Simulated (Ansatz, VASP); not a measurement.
## Cross-check of LaIn between VASP and Ansatz

Aim: how closely do two programs agree when they are given the same cell, functional and k mesh? The cell is taken from a series of runs on this material, whose earlier steps may have relaxed, scaled, displaced or heated it; both programs get it as it stands.

Calculated with Ansatz 0.2.0; plane waves, with VASP 6.6.1 beside it; relaxation of cell and atoms at PBEsol and zone-centre phonons at PBEsol.

## 1. Starting point

Symmetry: Pm-3m, No. 221, cubic system. Conventional cell: a = 3.896 Å, b = 3.896 Å, c = 3.896 Å, α = 90.00°, β = 90.00°, γ = 90.00°. Nearest to La lie 8 In at 3.37 Å. Nearest to In lie 8 La at 3.37 Å. Farther neighbours are not listed.

## 2. VASP: relaxation of cell and atoms, PBEsol

The relaxed volume is the usual yardstick between codes: in a stiff, nearly cubic crystal its relative difference is about their pressure difference at one cell divided by the bulk modulus.

Lines of VASP's logs that name or quote its potential files are left out, and so is its time.

Input file INCAR:

```
SYSTEM = LaIn
PREC = Accurate
ENCUT = 500
EDIFF = 1E-07
NELM = 200
ISMEAR = 1
SIGMA = 0.2
LREAL = .FALSE.
ALGO = Normal
GGA = PS
NBANDS = 18
LASPH = .TRUE.
LORBIT = 11
LWAVE = .FALSE.
LCHARG = .FALSE.
ISIF = 3
IBRION = 2
NSW = 80
EDIFFG = -0.005
GGA_COMPAT = .FALSE.
NELMIN = 4
LMAXMIX = 6
KPAR = 2
```

Input file POSCAR:

```
LaIn
1.0
    3.8961200000      0.0000000000      0.0000000000
    0.0000000000      3.8961200000      0.0000000000
    0.0000000000      0.0000000000      3.8961200000
La In
1 1
Direct
    0.5000000000      0.5000000000      0.5000000000
    0.0000000000      0.0000000000      0.0000000000
```

Input file KPOINTS:

```
Automatic mesh
0
Gamma
12 12 12
0 0 0
```

Potentials, in the order of the species: La and In_d (PBE family, release 64).

On the command line:

```bash
$ mpirun -np 2 vasp_std
```

Numbers of over 12 decimals in the logs are rounded to 6 here.

Output:

```text
[banner, memory and clock lines left out]
running    2 mpi-ranks, on    1 nodes
 distrk:  each k-point on    1 cores,    2 groups
 distr:  one band on    1 cores,    1 groups

 POSCAR found type information on POSCAR LaIn
 POSCAR found :  2 types and       2 ions
|                                                                             |
|               ----> ADVICE to this user running VASP <----                  |
|                                                                             |
|     You enforced a specific xc type in the INCAR file but a different       |
|     [... a line on the potential file left out ...]
|     I HOPE YOU KNOW WHAT YOU ARE DOING!                                     |
|                                                                             |

 LDA part: xc-table for (Slater+PW92), standard interpolation
 POSCAR, INCAR and KPOINTS ok, starting setup
 FFT: planning ... GRIDC
 FFT: planning ... GRID_SOFT
 FFT: planning ... GRID
 WAVECAR not read
 entering main loop
       N       E                     dE             d eps       ncg     rms          rms(c)
DAV:   1     0.221277536574E+03    0.22128E+03   -0.98588E+03  3128   0.190E+03
DAV:   2     0.204979184606E+02   -0.20078E+03   -0.19570E+03  3560   0.327E+02
DAV:   3    -0.706912789230E+01   -0.27567E+02   -0.26660E+02  4244   0.147E+02
DAV:   4    -0.936926224035E+01   -0.23001E+01   -0.21688E+01  5698   0.341E+01
DAV:   5    -0.952473151294E+01   -0.15547E+00   -0.15525E+00  4238   0.663E+00    0.401E+00
DAV:   6    -0.941800329468E+01    0.10673E+00   -0.61391E-01  5918   0.952E+00    0.166E+00
DAV:   7    -0.939423653071E+01    0.23767E-01   -0.52870E-02  4744   0.293E+00    0.682E-01
DAV:   8    -0.939032142329E+01    0.39151E-02   -0.15612E-02  5322   0.127E+00    0.978E-02
DAV:   9    -0.939044073005E+01   -0.11931E-03   -0.64657E-04  5288   0.205E-01    0.620E-02
DAV:  10    -0.939067314711E+01   -0.23242E-03   -0.77188E-04  4876   0.163E-01    0.392E-02
DAV:  11    -0.939078781668E+01   -0.11467E-03   -0.58670E-04  5408   0.130E-01    0.251E-02
DAV:  12    -0.939081809528E+01   -0.30279E-04   -0.26612E-04  4984   0.888E-02    0.855E-03
DAV:  13    -0.939082021007E+01   -0.21148E-05   -0.31546E-05  5632   0.311E-02    0.285E-03
DAV:  14    -0.939082022676E+01   -0.16699E-07   -0.14650E-06  4872   0.695E-03    0.104E-03
DAV:  15    -0.939082019922E+01    0.27546E-07   -0.15445E-07  4616   0.267E-03
   1 F= -.93908202E+01 E0= -.93920600E+01  d E =-.939082E+01
 curvature:   0.00 expect dE= 0.000E+00 dE for cont linesearch  0.000E+00
 trial: gam= 0.00000 g(F)=  0.000E+00 g(S)=  0.235E-03 ort = 0.000E+00 (trialstep = 0.100E+01)
 search vector abs. value=  0.235E-03
 bond charge predicted
       N       E                     dE             d eps       ncg     rms          rms(c)
DAV:   1    -0.939463571802E+01   -0.38155E-02   -0.10636E-01  4226   0.447E+00    0.369E-01
DAV:   2    -0.939141866837E+01    0.32170E-02   -0.90126E-03  4722   0.164E+00    0.130E-01
DAV:   3    -0.939087500266E+01    0.54367E-03   -0.25114E-03  4520   0.672E-01    0.674E-02
DAV:   4    -0.939087644511E+01   -0.14425E-05   -0.13783E-04  5394   0.152E-01    0.351E-02
DAV:   5    -0.939087751394E+01   -0.10688E-05   -0.21839E-05  5320   0.461E-02    0.111E-02
DAV:   6    -0.939088035711E+01   -0.28432E-05   -0.53090E-06  5372   0.176E-02    0.370E-03
DAV:   7    -0.939088056717E+01   -0.21006E-06   -0.15884E-06  5534   0.965E-03    0.202E-03
DAV:   8    -0.939088065798E+01   -0.90803E-07   -0.34965E-07  4988   0.379E-03
   2 F= -.93908807E+01 E0= -.93921438E+01  d E =-.604588E-04
 trial-energy change:   -0.000060  1 .order   -0.000053   -0.000235    0.000128
 step:   0.6729(harm=  0.6469)  dis= 0.00000  next Energy=    -9.390901 (dE=-0.812E-04)
 bond charge predicted
       N       E                     dE             d eps       ncg     rms          rms(c)
DAV:   1    -0.939130160641E+01   -0.42104E-03   -0.11399E-02  4228   0.147E+00    0.120E-01
DAV:   2    -0.939096151053E+01    0.34010E-03   -0.97168E-04  4732   0.541E-01    0.427E-02
DAV:   3    -0.939090266858E+01    0.58842E-04   -0.26730E-04  4562   0.222E-01    0.219E-02
DAV:   4    -0.939090108800E+01    0.15806E-05   -0.14121E-05  5410   0.498E-02    0.114E-02
DAV:   5    -0.939089933029E+01    0.17577E-05   -0.21562E-06  5212   0.150E-02    0.381E-03
DAV:   6    -0.939089870186E+01    0.62843E-06   -0.53073E-07  4992   0.637E-03    0.111E-03
DAV:   7    -0.939089874452E+01   -0.42653E-07   -0.98130E-08  3704   0.337E-03
   3 F= -.93908987E+01 E0= -.93921541E+01  d E =-.785453E-04
 curvature:  -0.32 expect dE=-0.214E-08 dE for cont linesearch -0.214E-08
 trial: gam=-0.00529 g(F)=  0.125E-63 g(S)=  0.665E-08 ort = 0.125E-05 (trialstep = 0.935E+00)
 search vector abs. value=  0.100E-09
 reached required accuracy - stopping structural energy minimisation
```

OUTCAR, selected parts (step 2):

```text
ion  position               nearest neighbor table
   1  0.500  0.500  0.500-   2 3.37   2 3.37   2 3.37   2 3.37   2 3.37   2 3.37   2 3.37   2 3.37

  LATTYP: Found a simple cubic cell.
 ALAT       =     3.8961200000

 Subroutine GETGRP returns: Found 48 space group operations
 (whereof 48 operations were pure point group operations)

The static configuration has the point symmetry O_h .

 Found     84 irreducible k-points:

   k-points           NKPTS =     84   k-points in BZ     NKDIM =     84   number of bands    NBANDS=     18

   dimension x,y,z NGX =    28 NGY =   28 NGZ =   28
   dimension x,y,z NGXF=    56 NGYF=   56 NGZF=   56

   ENCUT  =  500.0 eV  36.75 Ry    6.06 a.u.   7.10  7.10  7.10*2*pi/ulx,y,z

   NELECT =      24.0000    total number of electrons

 k-points in reciprocal lattice and weights: Automatic mesh
   0.00000000  0.00000000  0.00000000       0.001
   0.08333333  0.00000000  0.00000000       0.003
   0.16666667  0.00000000  0.00000000       0.003
   0.25000000  0.00000000  0.00000000       0.003
   0.33333333  0.00000000  0.00000000       0.003
   0.41666667  0.00000000  0.00000000       0.003
   0.50000000  0.00000000  0.00000000       0.002
   0.08333333  0.08333333  0.00000000       0.007
   0.16666667  0.08333333  0.00000000       0.014
[...]
0.50000000  0.50000000  0.41666667       0.003
   0.50000000  0.50000000  0.50000000       0.001

 average (electrostatic) potential at core
       1 -95.9379       2 -92.4662

 E-fermi :   8.1924

 k-point     1 :       0.0000    0.0000    0.0000
  band No.  band energies     occupation
    ...
      8      -5.8684      2.00000
      9      -5.8684      2.00000
     10       1.1212      2.00000
     11       7.7146      2.00375
     12       7.7146      2.00375
     13       9.7799     -0.00000
     14       9.7799     -0.00000
     15       9.7799     -0.00000
     16      10.1289     -0.00000
     17      10.1289     -0.00000
    ...

 k-point     2 :       0.0833    0.0000    0.0000
  band No.  band energies     occupation
    ...
      8      -5.8647      2.00000
      9      -5.8647      2.00000
     10       1.2217      2.00000
     11       7.7228      2.00444
     12       7.7414      2.00644
     13       9.6897     -0.00000
     14       9.7432     -0.00000
     15       9.7432     -0.00000
     16      10.1155     -0.00000
     17      10.1312     -0.00000
    ...

 k-point     3 :       0.1667    0.0000    0.0000
  band No.  band energies     occupation
    ...
      8      -5.8545      2.00000
      9      -5.8545      2.00000
     10       1.5099      2.00000
     11       7.5912      2.00018
     12       7.8178      2.02357
     13       9.5488     -0.00000
     14       9.6089     -0.00000
     15       9.6089     -0.00000
     16      10.0755     -0.00000
     17      10.1402     -0.00000
    ...

  Total       -0.0003031     -0.0003031     -0.0003031     -0.0000000      0.0000000     -0.0000000
  in kB       -0.0082328     -0.0082328     -0.0082328     -0.0000000      0.0000000     -0.0000000
  external PRESSURE =      -0.0082328 kB  Pullay stress =       0.0000000 kB

  energy-cutoff  :      500.00
  volume of cell :       58.98
      direct lattice vectors                 reciprocal lattice vectors
     3.892517861  0.000000000 -0.000000000     0.256903124  0.000000000  0.000000000
    -0.000000000  3.892517861  0.000000000     0.000000000  0.256903124  0.000000000
    -0.000000000 -0.000000000  3.892517861     0.000000000 -0.000000000  0.256903124

 POSITION                                       TOTAL-FORCE (eV/Angst)
 -----------------------------------------------------------------------------------
      1.94626      1.94626      1.94626        -0.000000     -0.000000      0.000000
      0.00000      0.00000      0.00000         0.000000      0.000000      0.000000
 -----------------------------------------------------------------------------------
    total drift:                               -0.000000      0.000000      0.000000

  FREE ENERGIE OF THE ION-ELECTRON SYSTEM (eV)
  ---------------------------------------------------
  free  energy   TOTEN  =        -9.3908987445 eV

  energy  without entropy=       -9.3946647425  energy(sigma->0) =       -9.39215408

 reached required accuracy - stopping structural energy minimisation

 total charge
# of ion       s       p       d       f       tot
--------------------------------------------------
    1        2.045   5.602   0.799   0.099   8.546
    2        0.946   0.697   9.829   0.000  11.472
--------------------------------------------------
tot          2.991   6.299  10.629   0.099  20.018

[... 3 further parts left out ...]
```

## 3. Ansatz: relaxation of cell and atoms, PBEsol

Ansatz runs on its PAW soft_1 files.

The same cell, functional, mesh and smearing now go to Ansatz, which takes its cutoff from its data sets.

Input file input.yaml:

```yaml
crystal:
  lattice:
    - [3.8961200577, 0.0, 0.0]
    - [0.0, 3.8961200577, 0.0]
    - [0.0, 0.0, 3.8961200577]
  atoms:
    - { symbol: La, position: [0.5, 0.5, 0.5] }
    - { symbol: In, position: [0.0, 0.0, 0.0] }
kpoints:
  mp_grid: { grid: [12, 12, 12] }
hamiltonian:
  xc: pbesol
  pseudopotentials: { kind: paw, azcp: { folder: soft_1 }, xc_functional: pbe }
scf:
  occupations: { method: methfessel_paxton, width: 0.2 }
output:
  forces: true
  stress: true
  eigenvalues: true
relax:
  adjacent_minimum: "off"
  f_tol: 0.001
  max_steps: 60
  cell: { stress_tol: 0.01 }
```

On the command line:

```bash
$ ansatz run input.yaml --threads 4 --pin off --max-ram 10240MiB --backend cpu --events-out ev --progress --plain --runs-dir out
```

Output:

```text
Engine: ansatz 0.2.0, aarch64-unknown-linux-gnu
Pseudopotentials: kind: paw
Pseudopotential: La, paw, valence charge 11, recommended cutoff 420 eV (normal), soft_1/La.paw.azcp
Pseudopotential: In, paw, valence charge 13, recommended cutoff 420 eV (normal), soft_1/In.paw.azcp
Functional definition: PBEsol
  exchange = pbesol_x
  correlation = pbesol_c
Crystal: 2 atoms, lattice volume = 59.142 Å³
Basis set: ecut = 420 eV, 1189 PW (Γ), exchange–correlation on 54×54×54 points (8 copies of the dense FFT grid, shifted against one another)
Bands: 16, of which v1, the nominal top of the filled ones, is band 12 counted from 1 (11 counted from 0)
Symmetry: 48 space group operations
Space group: Pm-3m (ITA 221), of the structure as read, at distance tolerance 3.9e-5 Å
k-points: 84 of 1728
Non-local potential: La, projectors of the file, l = 0: 3, l = 1: 2, l = 2: 2, l = 3: 3
Non-local potential: In, projectors of the file, l = 0: 2, l = 1: 2, l = 2: 2, l = 3: 1
PAW form: soft (Blöchl's): semilocal exchange-correlation on the pseudo side does not see the compensation charge
PAW frozen core: La, regenerated for the run's functional, and the local potential with it (the file was generated under x = pbe(κ = 0.804, μ = 0.219515), c = pbe(β = 0.066725))
PAW frozen core: In, regenerated for the run's functional, and the local potential with it (the file was generated under x = pbe(κ = 0.804, μ = 0.219515), c = pbe(β = 0.066725))
PAW one-centre angular grid: La, 590 points (default); XC on 64 Gauss nodes
PAW one-centre angular grid: In, 590 points (default); XC on 64 Gauss nodes
Initial density: superposition of atomic densities (chi_scale 0.1, normalization cell, long waves kept (reshape's long-wave potential 0.00 eV rms))
Initial wavefunctions: pseudopotential atomic-orbital guess
Functional: x = pbesol(κ = 0.804, μ = 0.123457), c = pbesol(β = 0.046)
SCF iter   1: F=—  HF=-11688.667931 eV  |F-HF|=—  |Δ(HF+E_count)|=         —  Δρ=3.84e-2  dr2=1.76e0  ethr=3.10e-3  ⟨swp⟩=4.0  Hψ=5377  notcnv=0
preconditioner: auto → Kerker (q_TF=auto, 2.348 Å⁻¹)  [metal: Δε(μ)=0.026 eV  Ē_g=11.487 eV  σ=0.200 eV  W_gap=0.11  n_scr=18 (ndim 8)  ℏωp=22.6 eV  f_vac=0.000  D(μ)=1.28/eV (n_scr^D=6)]
SCF iter   2: F=—  HF=-11688.132332 eV  |F-HF|=—  |Δ(HF+E_count)|=   5.36e-1  S|Δr|=    0.00e0  Δρ=1.83e-2  dr2=3.97e-1  ethr=3.10e-3  ⟨swp⟩=2.6  Hψ=3085  notcnv=0
SCF iter   3: F=—  HF=-11688.009934 eV  |F-HF|=—  |Δ(HF+E_count)|=   1.22e-1  S|Δr|=    0.00e0  Δρ=6.18e-3  dr2=3.75e-2  ethr=1.66e-3  ⟨swp⟩=3.1  Hψ=2375  notcnv=0
SCF iter   4: F=—  HF=-11687.996557 eV  |F-HF|=—  |Δ(HF+E_count)|=   1.34e-2  S|Δr|=    0.00e0  Δρ=1.07e-3  dr2=5.11e-4  ethr=1.56e-4  ⟨swp⟩=2.9  Hψ=2467  notcnv=0
SCF iter   5: F=—  HF=-11687.996564 eV  |F-HF|=—  |Δ(HF+E_count)|=   7.07e-6  S|Δr|=    0.00e0  Δρ=2.25e-4  dr2=3.72e-5  ethr=2.13e-6  ⟨swp⟩=2.3  Hψ=2352  notcnv=0
SCF iter   6: F=—  HF=-11687.996563 eV  |F-HF|=—  |Δ(HF+E_count)|=   3.15e-7  S|Δr|=    0.00e0  Δρ=7.07e-5  dr2=3.76e-6  ethr=1.55e-7  ⟨swp⟩=2.7  Hψ=2370  notcnv=0
SCF iter   7: F=-11687.996563 eV  HF=-11687.996563 eV  |F-HF|=1.80e-8  |Δ(HF+E_count)|=   2.49e-7  S|Δr|=    0.00e0  Δρ=1.01e-5  dr2=6.62e-8  ethr=4.17e-10  ⟨swp⟩=5.7  Hψ=8050  notcnv=0
SCF 1 converged in 7 iterations: F = -11687.996563 eV  dr2 = 6.62e-8
  greatest PAW one-centre occupation: 0.982 electrons in one spin orbital (limit 2), on the In atom at site 1 (counted from 0), in its partial waves of l = 2
relax step   1: F+E_penalty+E_count = -11687.99656316 eV  Δ(F+E_penalty+E_count) = +0.000e0 eV  max|allowed force component| = 6.048e-30 eV/Å  Δτ_max = 0.0000 Å  P = -0.109 GPa  Ω = 59.142 Å³  (7 SCF iters, dr2 threshold 1.00e-7 eV, accepted)
[...]
relax step   2: F+E_penalty+E_count = -11687.99661212 eV  Δ(F+E_penalty+E_count) = -4.896e-5 eV  max|allowed force component| = 4.142e-30 eV/Å  Δτ_max = 0.0000 Å  P = +0.034 GPa  Ω = 58.986 Å³  energy of the carried Pulay correction = +1.191e-5 eV  (4 SCF iters, dr2 threshold 2.99e-8 eV, accepted)
[...]
relax step   3: F+E_penalty+E_count = -11687.99661314 eV  Δ(F+E_penalty+E_count) = -1.015e-6 eV  max|allowed force component| = 1.413e-30 eV/Å  Δτ_max = 0.0000 Å  P = -0.000 GPa  Ω = 59.023 Å³  energy of the carried Pulay correction = +9.112e-6 eV  (4 SCF iters, dr2 threshold 2.82e-9 eV, accepted)
[...]
relax step   4: F+E_penalty+E_count = -11687.99660393 eV  Δ(F+E_penalty+E_count) = +9.211e-6 eV  max|allowed force component| = 5.916e-31 eV/Å  Δτ_max = 0.0000 Å  P = -0.000 GPa  Ω = 59.023 Å³  stress off target by 2.24e-4 GPa  SCF on the basis re-selected at this cell (its energy is not comparable with the rows above)  (5 SCF iters)
basis re-selected at this cell: Δ(F+E_penalty+E_count) = +9.211e-6 eV, ΔP = -0.000 GPa vs the last step (what re-selecting the basis moved, of the pressure what is left beyond the Pulay correction that the steps carried, after the strain that the cell walked since its last selection, with what the two solves' SCF thresholds leave and, on support functions, any second-order correction that the steps lacked; it is no m [...]
SCF converged after 5 iterations
Stability not checked: this state was not tested for a lower state beside it, because cold or Methfessel-Paxton smearing, or corrected tetrahedra, fill the levels in a way that the test cannot read (fill_not_monotonic; see scf.lower_state_search)
Free energy (F): -11687.996604 eV
Harris-Foulkes:  -11687.996604 eV  (|F-HF|=1.09e-11)
Internal energy: -11688.000316 eV  (E = F + TS)
E sigma→0 (E₀):  -11687.997532 eV
Entropy (-TS):   0.003712 eV (1.856 meV/atom)
Fermi energy:    11.373422 eV
--- Per-component energies (eV) ---
  E_band       = -46.983495
  E_kinetic    = 404.975386
  E_local      = -1345.252721  (includes V_loc(G=0)·N_el)
  E_nonlocal   = 416.294925
  E_hartree    = 530.922597
  E_xc         = -284.789908
  E_vxc        = -235.834918  (∫ρ·V_xc dr)
  E_paw        = -9464.893059  (= ΣΔE_a)
  E_vpaw       = -349.011493  (= ΣTr[D̂ρ^β])
  E_aug_tail   = 0.000137  (compensation charges beyond the density's cutoff)
  E_ewald      = -1945.662612
  E_core_change = 0.404940  (= ΣΔE_core)
  E_smearing   = 0.003712  (= −TS)
  E_closure    = 0.000000  (closes the sum)
  Σ components = -11687.996604   (vs F -11687.996604, Δ=0.00e0)
--- Forces (eV/Å), atoms counted from 1 ---
  atom   1  La     0.00000000     0.00000000    -0.00000000
  atom   2  In     0.00000000    -0.00000000     0.00000000
  max |Σ_I F_I| component: 9.53e-31 eV/Å
--- Stress (GPa, compression-positive) ---
       -0.000224      -0.000000      -0.000000
       -0.000000      -0.000224       0.000000
       -0.000000       0.000000      -0.000224
  P = ⅓ Tr σ = -0.0002 GPa (-0.002 kbar)
--- Band table (eV; the first three rows and the last of 84) ---
  k-point 0: bands = [... 8 lower, -2.6951, 4.3012, 10.9007, 10.9007, 12.8692, 12.8692, 12.8692, 13.1811]
  k-point 1: bands = [... 8 lower, -2.6914, 4.4019, 10.9092, 10.9273, 12.7852, 12.8398, 12.8398, 13.1686]
  k-point 2: bands = [... 8 lower, -2.6811, 4.6907, 10.7776, 11.0037, 12.6531, 12.7302, 12.7302, 13.1313]
  k-point 83: bands = [... 8 lower, -2.5879, 8.3206, 8.8592, 8.8592, 8.8592, 13.2087, 13.2087, 13.2087]
--- Relaxed structure (3 steps of the walk, 3 accepted, 1 SCFs on fresh bases) ---
  F+E_penalty+E_count = -11687.99660393 eV   max|allowed force component| = 5.916e-31 eV/Å   (the final SCF, on the basis selected at the relaxed cell)
  cell:  # Å, volume = 59.0229 Å³
    - [3.893500, 0, 0]
    - [0, 3.893500, 0]
    - [0, 0, 3.893500]
  atoms:
    - { symbol: La, position: [0.5, 0.5, 0.5] }
    - { symbol: In, position: [0, 0, 0] }
```

## 4. Differences

Known differences besides the potentials themselves: the cutoff is 420 eV in Ansatz and 500 eV in VASP; Ansatz makes its cores anew for this functional, VASP keeps those of its PBE data sets; Ansatz adds a Pulay correction to the stress that steers its cell, VASP none. Total energies have different zeros and are not compared.

Both answers:

```
                                         quantity  Ansatz   VASP  difference
                                      volume (Å³)   59.02  58.98     +0.08 %
edge a after relaxation, in the typed setting (Å)   3.893  3.893     +0.03 %
```

(Continued in part 2 of 2.)

[Lines on the potential files, build, host, timing and source positions are cut from VASP's logs without a mark.]

[Logs are printed without paths, hosts, clocks, repeated set-up lines and the standing remarks that a program may print on its own settings, such as how far it seeks lower states.]

[Hosts, paths, dates, database ids (printed as entryN), source tags and the programs' standing remarks are cut or masked in the printed files.]
